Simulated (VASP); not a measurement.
Input of a VASP 6.6.1 run:

INCAR

```
SYSTEM = Al2Pt
ALGO = Normal
EDIFF = 1E-7
EDIFFG = -0.005
ENCUT = 600
IBRION = 2
ISIF = 3
ISMEAR = 1
LASPH = .True.
LCHARG = .False.
LREAL = .False.
LWAVE = .False.
NELM = 80
NSW = 90
PREC = Accurate
SIGMA = 0.1
```

File KPOINTS:

```
k-points
0
Gamma
  12 12 12
  0 0 0
```

File POSCAR:

```
Al2Pt                                   
1.0
    0.0000000000      2.9294160197      2.9294160197
    2.9294160197      0.0000000000      2.9294160197
    2.9294160197      2.9294160197      0.0000000000
  Al              Pt            
     2     1
Direct
     0.2500000000000000    0.2500000000000000    0.2500000000000000
     0.7500000000000000    0.7500000000000000    0.7500000000000000
     0.0000000000000000    0.0000000000000000    0.0000000000000000
```

Potentials or basis: VASP PAW LDA potentials, release 64 (Al, Pt).

Command:

```bash
$ cat potpaw_LDA.64/Al/POTCAR potpaw_LDA.64/Pt/POTCAR > POTCAR
$ mpirun -np 1 vasp_std > vasp.out
```

Question: Estimate the band gap on the k mesh.

Answer: None (metal or under the smearing width).

Final structure:
```
CELL_PARAMETERS angstrom
0.00000 2.92942 2.92942
2.92942 0.00000 2.92942
2.92942 2.92942 0.00000
ATOMIC_POSITIONS crystal
Al 0.25000 0.25000 0.25000
Al 0.75000 0.75000 0.75000
Pt 0.00000 0.00000 0.00000
```

Caveat: the relaxation stopped at its first step, so nothing moved. The run has no spin-orbit coupling, so splittings on Pt are missing.
